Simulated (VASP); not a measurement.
Set up this calculation in VASP 6.6.1, as the native input.

```yaml
Task: single point
Functional: PBE
Potentials_or_basis: VASP PAW PBE potentials, release 64 (F, C, I, H)
Cutoff: 520 eV
k_mesh: 1 × 1 × 1
Occupations: gaussian, width 0.01 eV
Spin: no spin polarisation
Further_INCAR_settings: ALGO = Normal; EDIFF = 1e-07; NBANDS = 21
```

The structure of FC2IH2 lies in POSCAR:

```
H2C2IF
1.0
   12.0000000000      0.0000000000      0.0000000000
    0.0000000000     11.0000000000      0.0000000000
    0.0000000000      0.0000000000     13.0000000000
F C I H
1 2 1 2
Direct
    0.3993500000      0.4503454500      0.3819884600
    0.4433666700      0.4762181800      0.4736884600
    0.5475833300      0.5130727300      0.4819961500
    0.6169750000      0.5534727300      0.6232423100
    0.3851916700      0.4635181800      0.5365038500
    0.6014916700      0.5239272700      0.4159884600
```

The input as run:

INCAR

```
SYSTEM = H2C2IF
PREC = Accurate
ENCUT = 520
EDIFF = 1E-7
ISMEAR = 0
SIGMA = 0.01
LREAL = .False.
LASPH = .True.
NELM = 60
ALGO = Normal
ISIF = 2
LWAVE = .False.
LCHARG = .False.
GGA = PE
NBANDS = 21
```

KPOINTS

```
regular mesh
0
Gamma
  1 1 1
  0 0 0
```

Potentials or basis: VASP PAW PBE potentials, release 64 (F, C, I, H).

Run with:

```bash
$ cat potpaw_PBE.64/F/POTCAR potpaw_PBE.64/C/POTCAR potpaw_PBE.64/I/POTCAR potpaw_PBE.64/H/POTCAR > POTCAR
$ mpirun -np 1 vasp_gam > vasp.out
```

Results of the run:

```json
{
  "Largest force": "1.163 eV/Å",
  "Gap between the frontier levels": "4.06 eV"
}
```

Caveat: spin-orbit coupling is left out, which moves the levels of the heavy elements.

Wall time 4.4 min on 1 thread of Intel(R) Xeon(R) Platinum 8488C (Sapphire Rapids) (shared host), peak memory 1.3 GiB.
